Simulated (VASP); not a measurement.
VASP input:

**KPOINTS**
```
Automatic mesh
0
Gamma
7 7 10
0 0 0
```

INCAR:
```
NELM = 100   ! most electronic steps
SYSTEM = IrO2
LREAL = .False.   ! projection in real space or not
ISMEAR = 1
EDIFFG = -0.02   ! ionic stop
SIGMA = 0.1   ! width (eV)
LASPH = .True.   ! aspherical one-centre terms
IBRION = 2   ! conjugate gradients
EDIFF = 1E-6   ! SCF stop (eV)
ALGO = Normal   ! blocked Davidson
LMAXMIX = 6   ! l cut-off of mixed one-centre charges
GGA = PS   ! PBEsol
LCHARG = .False.
PSTRESS = 100
ISIF = 3
NSW = 40   ! most ionic steps
LWAVE = .False.
ENCUT = 620   ! plane-wave cut-off (eV)
PREC = Accurate
```

File POSCAR:
```
IrO2
1
    4.4262382601     0.0000000000     0.0000000000
    0.0000000000     4.4262382601     0.0000000000
    0.0000000000     0.0000000000     3.1464309971
Ir O
2 4
Direct
  1.0000000000   1.0000000000   0.0000000000
  0.5000000000   0.5000000000   0.5000000000
  0.3092311543   0.3092311543   0.0000000000
  0.8092311543   0.1907688457   0.5000000000
  0.1907688457   0.8092311543   0.5000000000
  0.6907688457   0.6907688457   1.0000000000
```

POTCAR, in this order: Ir O (PBE.64 set). Program: vasp_std.

Q: Write an equivalent input for Ansatz.

A: One equivalent input (not run):
Ansatz 0.2 input:
```yaml
crystal:
  lattice:
    - [4.4262383, 0.0000000, 0.0000000]
    - [0.0000000, 4.4262383, 0.0000000]
    - [0.0000000, 0.0000000, 3.1464310]
  atoms:
    - { symbol: Ir, position: [1.0000000, 1.0000000, 0.0000000] }
    - { symbol: Ir, position: [0.5000000, 0.5000000, 0.5000000] }
    - { symbol: O, position: [0.3092312, 0.3092312, 0.0000000] }
    - { symbol: O, position: [0.8092312, 0.1907688, 0.5000000] }
    - { symbol: O, position: [0.1907688, 0.8092312, 0.5000000] }
    - { symbol: O, position: [0.6907688, 0.6907688, 1.0000000] }
kpoints:
  mp_grid: { grid: [7, 7, 10] }
hamiltonian:
  xc: pbesol
  pseudopotentials: { kind: paw }
scf:
  occupations: { method: methfessel_paxton, width: 0.1 }
  max_iter: 100
relax:
  max_steps: 40
  f_tol: 0.02
  cell: { p_target: 10 }
output: { forces: true, stress: true, eigenvalues: true }
```
Limits of the translation: each code has its own PAW files, so the cut-off isn't converted (ENCUT is set for VASP's; basis.ecutwfc is left out, and Ansatz then takes the one that its files recommend); Ansatz stops its SCF on the density residual and VASP on the energy change (EDIFF).

The compound is IrO2 in the rutile structure. It was relaxed first under an external pressure of 10 GPa.
